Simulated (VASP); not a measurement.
Method: PW91 GGA, VASP's PBE PAW potentials (set 64) (plane waves; VASP).

A VASP calculation is set up with these files.

### INCAR
```
ALGO  =  Normal
EDIFF  =  1E-7
ENCUT  =  520
GGA  =  91
ISIF  =  2
ISMEAR  =  -5
ISPIN  =  2
LASPH  =  .TRUE.
LCHARG  =  .TRUE.
LMAXMIX  =  4
LORBIT  =  11
LREAL  =  .FALSE.
LWAVE  =  .FALSE.
MAGMOM  =  1.6 1.6
NEDOS  =  601
NELM  =  100
PREC  =  Accurate
SYSTEM  =  Co
```

POSCAR:
```
Co
4.0221820
  0.3100196344  -0.5369698158   0.0000000000
  0.3100196344   0.5369698158   0.0000000000
  0.0000000000   0.0000000000   1.0000000118
Co
2
Cartesian
  0.3100196344   0.1789902966   0.2500000030
  0.3100196344  -0.1789902966   0.7500000089
```

KPOINTS:
```
Automatic mesh
0
Gamma
19 19 10
```

POTCAR, in this order: Co (PBE.64 set). Program: vasp_std.

The resulting files:

OSZICAR:
```
       N       E                     dE             d eps       ncg     rms          rms(c)
DAV:   1     0.803227159807E+02    0.80323E+02   -0.83926E+03 14624   0.159E+03
DAV:   2    -0.138748186672E+02   -0.94198E+02   -0.87225E+02 14449   0.256E+02
DAV:   3    -0.160636519699E+02   -0.21888E+01   -0.21275E+01 17431   0.554E+01
DAV:   4    -0.160967670558E+02   -0.33115E-01   -0.33105E-01 20678   0.522E+00
DAV:   5    -0.160970651581E+02   -0.29810E-03   -0.29799E-03 17743   0.471E-01    0.146E+01
DAV:   6    -0.144368864680E+02    0.16602E+01   -0.13450E+01 15373   0.748E+01    0.717E+00
DAV:   7    -0.140199925398E+02    0.41689E+00   -0.19210E+00 16087   0.273E+01    0.363E+00
DAV:   8    -0.140036791722E+02    0.16313E-01   -0.18618E-02 19937   0.152E+00    0.179E+00
DAV:   9    -0.139896865270E+02    0.13993E-01   -0.43253E-03 21503   0.115E+00    0.575E-01
DAV:  10    -0.139891680451E+02    0.51848E-03   -0.10861E-03 19051   0.466E-01    0.134E-01
DAV:  11    -0.139889276046E+02    0.24044E-03   -0.43406E-05 21163   0.100E-01    0.274E-02
DAV:  12    -0.139889204371E+02    0.71675E-05   -0.52392E-06 15862   0.260E-02    0.150E-02
DAV:  13    -0.139889015831E+02    0.18854E-04   -0.21246E-06 20927   0.216E-02    0.975E-03
DAV:  14    -0.139889093242E+02   -0.77412E-05   -0.37813E-07 16382   0.803E-03    0.223E-03
DAV:  15    -0.139889128787E+02   -0.35545E-05   -0.29706E-08  8145   0.297E-03    0.171E-03
DAV:  16    -0.139889118335E+02    0.10452E-05   -0.71204E-09  7907   0.150E-03    0.565E-04
DAV:  17    -0.139889112144E+02    0.61906E-06   -0.15074E-09  7781   0.490E-04    0.629E-05
DAV:  18    -0.139889111875E+02    0.26932E-07   -0.55820E-10  7732   0.278E-04
   1 F= -.13988911E+02 E0= -.13988911E+02  d E =0.000000E+00  mag=     3.1255
```

### OUTCAR
```
------------------------ aborting loop because EDIFF is reached ----------------------------------------
  FORCE on cell =-STRESS in cart. coord.  units (eV):
  Direction    XX          YY          ZZ          XY          YZ          ZX
  --------------------------------------------------------------------------------------
  Total       -0.0820396     -0.0820396     -0.0792693      0.0000000      0.0000000      0.0000000
  in kB       -6.0670807     -6.0670820     -5.8622085      0.0000000      0.0000000      0.0000000
  external PRESSURE =      -5.9987904 kB  Pullay stress =       0.0000000 kB
  volume of cell :       21.66
      direct lattice vectors                 reciprocal lattice vectors
     1.246955393 -2.159790328  0.000000000     0.400976653 -0.231503954  0.000000000
     1.246955393  2.159790328  0.000000000     0.400976653  0.231503954  0.000000000
     0.000000000  0.000000000  4.022182048     0.000000000  0.000000000  0.248621268
 POSITION                                       TOTAL-FORCE (eV/Angst)
 -----------------------------------------------------------------------------------
      1.24696      0.71993      1.00555        -0.000000     -0.000000      0.000000
      1.24696     -0.71993      3.01664         0.000000      0.000000      0.000000
 -----------------------------------------------------------------------------------
    total drift:                               -0.000000      0.000001     -0.000029
  FREE ENERGIE OF THE ION-ELECTRON SYSTEM (eV)
  ---------------------------------------------------
  free  energy   TOTEN  =       -13.9889111875 eV

  energy  without entropy=      -13.9889111875  energy(sigma->0) =      -13.98891119

 total charge

# of ion       s       p       d       tot
------------------------------------------
    1        0.487   0.516   7.280   8.283
    2        0.487   0.516   7.280   8.283
--------------------------------------------------
tot          0.974   1.032  14.561  16.567

 magnetization (x)

# of ion       s       p       d       tot
------------------------------------------
    1       -0.015  -0.051   1.645   1.580
    2       -0.015  -0.051   1.645   1.580
--------------------------------------------------
tot         -0.029  -0.101   3.290   3.160
```
(Selected blocks of OUTCAR.)

For a metal the tetrahedron method with Blöchl corrections gives inexact stress and forces.

The compound is Co in the hcp structure. It was relaxed first.
